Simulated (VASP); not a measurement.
```
Al
1.0
    0.00000     2.01639     2.01639
    2.01639     0.00000     2.01639
    2.01639     2.01639     0.00000
Al
1
Direct
  0.00000   0.00000   0.00000
```

The numbers are results of rev-vdW-DF2, VASP's PBE PAW potentials (set 64) (plane waves; VASP), not measurements. Settings: 520 eV cut-off, 17×17×17 Γ-centred mesh, tetrahedra with Blöchl corrections, potentials Al.

### Question
What does the run give for the energy per atom (σ→0), band gap (on the k-mesh) with the smallest direct gap where there is one?

### Answer

The band gap (on the k-mesh) comes out as none (metal, semimetal or under 0.01 eV). The energy per atom (σ→0) is -2.633 eV/atom.

The absolute energy has meaning only against runs of the same code, potentials and settings.

The compound is Al in the fcc structure. It was relaxed first.
